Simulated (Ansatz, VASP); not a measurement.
# In3Sb in two plane-wave programs, part 2 of 2

Wanted: the spread between two codes on one cell, functional and k mesh. The cell is generated by rule, not measured, and may not be a known phase. The cell is taken from a series of runs on this material, whose earlier steps may have relaxed, scaled, displaced or heated it; both programs get it as it stands.

VASP 6.6.1 and Ansatz 0.2.0.

So far. Step 5 (VASP: single point, PBEsol, pair 2): The run ends at a pressure of 0.11 GPa. Step 6 (Ansatz: single point, PBEsol, pair 2): The run ends at a pressure of 0.12 GPa.

**7. Side by side**

What differs besides the data sets and the points named for the pairs above, as far as they apply: the data sets hold 108 valence electrons in Ansatz (on its default PAW (the set named soft_2) files) and 88 in VASP. Total energies have different zeros and are not compared.

Compared:

```csv
quantity,Ansatz,VASP,difference
pressure (GPa),0.12,0.11,+0.01
```

**8. Ansatz: single point, PBEsol, pair 3**

With cell and atoms fixed, the geometry can't cause a difference; cores, projectors, grids and the points listed under the comparison can.

The cell is taken from a series of runs on this material, whose earlier steps may have relaxed, scaled, displaced or heated it; both programs get it as it stands.

The input, input.yaml:

```yaml
crystal:
  lattice:
    - [0.0, -3.7366996105, -3.7366996105]
    - [0.0, 3.7366996105, -3.7366996105]
    - [7.473399221, 0.0, 0.0]
  atoms:
    - { symbol: Sb, position: [0.5, 0.5, 0.5602135637] }
    - { symbol: Sb, position: [0.0, 0.0, -0.0602135637] }
    - { symbol: In, position: [0.0, 0.5, 0.75] }
    - { symbol: In, position: [0.5, 0.0, 0.25] }
    - { symbol: In, position: [0.0, 0.5, 0.25] }
    - { symbol: In, position: [0.5, 0.0, 0.75] }
    - { symbol: In, position: [0.5, 0.5, 0.0217685775] }
    - { symbol: In, position: [0.0, 0.0, 0.4782314225] }
kpoints:
  mp_grid: { grid: [6, 6, 4] }
hamiltonian:
  xc: pbesol
scf:
  occupations: { method: methfessel_paxton, width: 0.15 }
output:
  forces: true
  stress: true
  eigenvalues: true
```

On the command line:

```console
$ ansatz run input.yaml --threads 4 --pin off --max-ram 7168MiB --backend cpu --events-out ev --progress --plain --runs-dir out
```

Numbers of over 12 decimals in the logs are rounded to 6 here.

What it wrote:

```text
[...]
Crystal: 8 atoms, lattice volume = 208.701 Å³
Basis set: ecut = 420 eV, 4129 PW (Γ), exchange–correlation on 72×72×100 points (8 copies of the dense FFT grid, shifted against one another)
Bands: 65, of which v1, the nominal top of the filled ones, is band 54 counted from 1 (53 counted from 0)
Symmetry: 16 space group operations
[...]
k-points: 30 of 144
[...]
k-point 0: bands = [... 50 lower, 8.9875, 9.1557, 9.9960, 9.9960, 10.3716, 10.7116, 11.2838, 11.2838, ... 7 higher]
  k-point 1: bands = [... 50 lower, 8.3395, 9.1892, 9.6706, 10.3605, 10.3605, 11.2339, 11.7036, 11.9114, ... 7 higher]
  k-point 2: bands = [... 50 lower, 7.8097, 7.8097, 10.5743, 10.5809, 10.5809, 11.0627, 12.2745, 12.2745, ... 7 higher]
  k-point 29: bands = [... 50 lower, 9.3949, 9.3949, 9.8643, 9.8643, 10.5349, 10.5349, 13.7677, 13.7677, ... 7 higher]
[key lines of the parts left out:]
SCF converged after 7 iterations
Free energy (F): -45968.237196 eV
Fermi energy:    10.607471 eV
P = ⅓ Tr σ = 0.9952 GPa (9.952 kbar)
```

The run ends at a pressure of 1.00 GPa, with forces up to 0.18 eV/Å.

**9. VASP: single point, PBEsol, pair 3**

The same cell, functional, mesh and smearing now go to VASP, with its own data sets.

The input, INCAR:

```
SYSTEM = In3Sb
PREC = Accurate
ENCUT = 500
EDIFF = 1E-06
NELM = 120
ISMEAR = 1
SIGMA = 0.15
LREAL = .FALSE.
ALGO = Normal
GGA = PS
NBANDS = 54
LORBIT = 11
LWAVE = .FALSE.
LCHARG = .FALSE.
ISIF = 2
LASPH = .TRUE.
GGA_COMPAT = .FALSE.
KPAR = 2
```

The input, POSCAR:

```
In3Sb
1.0
    0.0000000000     -3.7366996105     -3.7366996105
    0.0000000000      3.7366996105     -3.7366996105
    7.4733992210      0.0000000000      0.0000000000
Sb In
2 6
Direct
    0.5000000000      0.5000000000      0.5602135637
    0.0000000000      0.0000000000      0.9397864363
    0.0000000000      0.5000000000      0.7500000000
    0.5000000000      0.0000000000      0.2500000000
    0.0000000000      0.5000000000      0.2500000000
    0.5000000000      0.0000000000      0.7500000000
    0.5000000000      0.5000000000      0.0217685775
    0.0000000000      0.0000000000      0.4782314225
```

The input, KPOINTS:

```
Automatic mesh
0
Gamma
6 6 4
0 0 0
```

PAW data sets: Sb and In_d (PBE family, release 64).

On the command line:

```console
$ mpirun -np 2 vasp_std
```

What it wrote:

```text
[... set-up lines as in an earlier step ...]
 entering main loop
       N       E                     dE             d eps       ncg     rms          rms(c)
DAV:   1     0.907329467168E+03    0.90733E+03   -0.38871E+04  3240   0.200E+03
DAV:   2     0.923314274831E+02   -0.81500E+03   -0.80156E+03  3240   0.527E+02
DAV:   3    -0.203176695029E+02   -0.11265E+03   -0.10992E+03  3602   0.210E+02
DAV:   4    -0.267380775708E+02   -0.64204E+01   -0.63663E+01  3866   0.532E+01
[...]
DAV:  11    -0.266471930340E+02   -0.37454E-05   -0.92951E-05  4376   0.879E-02    0.354E-02
DAV:  12    -0.266471951590E+02   -0.21250E-05   -0.15472E-05  4158   0.340E-02    0.121E-02
DAV:  13    -0.266471942368E+02    0.92221E-06   -0.11716E-06  1998   0.119E-02
   1 F= -.26647194E+02 E0= -.26647057E+02  d E =-.412623E-03
```

OUTCAR, selected parts (step 9):

```text
  Total        0.4943383      1.7243620      1.7243620     -0.0000000      0.0000000      0.0000000
  in kB        3.7949870     13.2377592     13.2377592     -0.0000000      0.0000000      0.0000000
  external PRESSURE =      10.0901685 kB  Pullay stress =       0.0000000 kB

 POSITION                                       TOTAL-FORCE (eV/Angst)
 -----------------------------------------------------------------------------------
      4.18670      0.00000     -3.73670        -0.198191     -0.000000     -0.000000
      7.02340      0.00000      0.00000         0.198191      0.000000      0.000000
      5.60505      1.86835     -1.86835        -0.000000      0.000000      0.000000
      1.86835     -1.86835     -1.86835        -0.000000      0.000000      0.000000
      1.86835      1.86835     -1.86835        -0.000000     -0.000000     -0.000000
      5.60505     -1.86835     -1.86835        -0.000000      0.000000     -0.000000
      0.16269      0.00000     -3.73670        -0.012108     -0.000000     -0.000000
      3.57401      0.00000      0.00000         0.012108      0.000000      0.000000
 -----------------------------------------------------------------------------------
    total drift:                               -0.000000      0.000000     -0.000000

  FREE ENERGIE OF THE ION-ELECTRON SYSTEM (eV)
  ---------------------------------------------------
  free  energy   TOTEN  =       -26.6471942368 eV

  energy  without entropy=      -26.6467816140  energy(sigma->0) =      -26.64705670

[... 2 parts as in an earlier step ...]

[... 1 further part left out ...]
[key lines of the parts left out:]
E-fermi :   7.7419
```

The run ends at a pressure of 1.01 GPa, with forces up to 0.20 eV/Å.

**10. Differences**

What differs besides the data sets and the points named for the pairs above, as far as they apply: the data sets hold 108 valence electrons in Ansatz (on its default PAW (the set named soft_2) files) and 88 in VASP. Total energies have different zeros and are not compared.

The two programs side by side:

```csv
quantity,Ansatz,VASP,difference
pressure (GPa),1.00,1.01,-0.01
```

Forces (eV/Å; atoms numbered as in POSCAR):

```csv
atom,"Ansatz x, y, z","VASP x, y, z"
Sb1,"-0.185, 0.000, 0.000","-0.198, 0.000, 0.000"
Sb2,"0.185, 0.000, 0.000","0.198, 0.000, 0.000"
In3,"0.000, 0.000, 0.000","0.000, 0.000, 0.000"
In4,"0.000, 0.000, 0.000","0.000, 0.000, 0.000"
In5,"0.000, 0.000, 0.000","0.000, 0.000, 0.000"
In6,"0.000, 0.000, 0.000","0.000, 0.000, 0.000"
In7,"-0.014, 0.000, 0.000","-0.012, 0.000, 0.000"
In8,"0.014, 0.000, 0.000","0.012, 0.000, 0.000"
```

The forces differ by 4.0 meV/Å r.m.s., which is 6.9 % of the r.m.s. force of 0.057 eV/Å (both taken over all components).

**11. Summary of results**

```
difference in pressure (single point, PBEsol, pair 1)  : 0.028 GPa
difference in pressure (single point, PBEsol, pair 2)  : 0.010 GPa
r.m.s. force difference (single point, PBEsol, pair 3) : 4.0 meV/Å
```

**Reading.** The r.m.s. force difference is 4.0 meV/Å (single point, PBEsol, pair 3), within the 12 meV/Å picked in this series as the mark of a large difference. The data sets hold unlike numbers of valence electrons (54 in Ansatz and 44 in VASP and 108 in Ansatz and 88 in VASP), so part of the differences may come from the potentials. 5 further pairs of this series are not shown here. How closely two codes agree says nothing of how well the functional describes the real material.

[Lines on the potential files, build, host, timing and source positions are cut from VASP's logs without a mark.]

[Logs are printed without paths, hosts, clocks, repeated set-up lines and the standing remarks that a program may print on its own settings, such as how far it seeks lower states.]

[Hosts, paths, dates, database ids (printed as entryN), source tags and the programs' standing remarks are cut or masked in the printed files.]
